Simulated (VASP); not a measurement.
Method: PBE GGA, VASP's PBE PAW potentials (set 64) (plane waves; VASP).

VASP input:

### POSCAR
```
GaN
1
    1.6227726308    -2.8107246057    -0.0000000000
    1.6227726308     2.8107246057     0.0000000000
    0.0000000000    -0.0000000000     5.2781419904
Ga N
2 2
Direct
  0.6666670000   0.3333330000   0.5000226728
  0.3333330000   0.6666670000   0.0000226728
  0.6666670000   0.3333330000   0.8769773272
  0.3333330000   0.6666670000   0.3769773272
```

INCAR:
```
ALGO = Normal
EDIFF = 1E-6
EDIFFG = -0.02
ENCUT = 480
GGA = PE
IBRION = 2
ISIF = 3
ISMEAR = 0
LASPH = .True.
LCHARG = .False.
LMAXMIX = 4
LREAL = .False.
LWAVE = .False.
NELM = 100
NSW = 60
PREC = Accurate
SIGMA = 0.05
SYSTEM = GaN
```

### KPOINTS
```
Automatic mesh
0
Gamma
7 7 4
0 0 0
```

POTCAR, in this order: Ga N (PBE.64 set). Program: vasp_std.

The run wrote:

**OSZICAR**
```
       N       E                     dE             d eps       ncg     rms          rms(c)
DAV:   1     0.588074918842E+02    0.58807E+02   -0.71340E+03   576   0.111E+03
DAV:   2    -0.239881134178E+02   -0.82796E+02   -0.75819E+02   800   0.212E+02
DAV:   3    -0.282981008945E+02   -0.43100E+01   -0.42819E+01   744   0.547E+01
DAV:   4    -0.283433821968E+02   -0.45281E-01   -0.45232E-01   680   0.586E+00
DAV:   5    -0.283441789839E+02   -0.79679E-03   -0.79669E-03   744   0.726E-01    0.126E+01
DAV:   6    -0.244036879305E+02    0.39405E+01   -0.15013E+01   692   0.285E+01    0.509E+00
DAV:   7    -0.243922273004E+02    0.11461E-01   -0.80390E-01   628   0.702E+00    0.297E+00
DAV:   8    -0.243472200839E+02    0.45007E-01   -0.81326E-02   688   0.270E+00    0.483E-01
DAV:   9    -0.243424644062E+02    0.47557E-02   -0.17268E-02   740   0.105E+00    0.169E-01
DAV:  10    -0.243430578143E+02   -0.59341E-03   -0.17434E-03   624   0.334E-01    0.500E-02
DAV:  11    -0.243430552350E+02    0.25794E-05   -0.57565E-05   724   0.653E-02    0.182E-02
DAV:  12    -0.243430577647E+02   -0.25297E-05   -0.15942E-05   628   0.322E-02    0.702E-03
DAV:  13    -0.243430576999E+02    0.64762E-07   -0.34346E-07   476   0.577E-03
   1 F= -.24343058E+02 E0= -.24343058E+02  d E =-.243431E+02
```

File OUTCAR:
```
------------------------ aborting loop because EDIFF is reached ----------------------------------------
  FORCE on cell =-STRESS in cart. coord.  units (eV):
  Direction    XX          YY          ZZ          XY          YZ          ZX
  --------------------------------------------------------------------------------------
  Total        0.0378333      0.0378333      0.0545873      0.0000000      0.0000000      0.0000000
  in kB        1.2589189      1.2589189      1.8164140      0.0000000      0.0000000      0.0000000
  external PRESSURE =       1.4447506 kB  Pullay stress =       0.0000000 kB
  volume of cell :       48.15
      direct lattice vectors                 reciprocal lattice vectors
     1.622772631 -2.810724606  0.000000000     0.308114637 -0.177890071  0.000000000
     1.622772631  2.810724606  0.000000000     0.308114637  0.177890071  0.000000000
     0.000000000  0.000000000  5.278141990     0.000000000  0.000000000  0.189460610
  FREE ENERGIE OF THE ION-ELECTRON SYSTEM (eV)
  ---------------------------------------------------
  free  energy   TOTEN  =       -24.3430576999 eV

  energy  without entropy=      -24.3430576999  energy(sigma->0) =      -24.34305770

 reached required accuracy - stopping structural energy minimisation
```
(Selected blocks of OUTCAR.)

The compound is GaN in the wurtzite structure. It was relaxed first, which changed the volume by +5 %. The start is the result of an earlier pass.
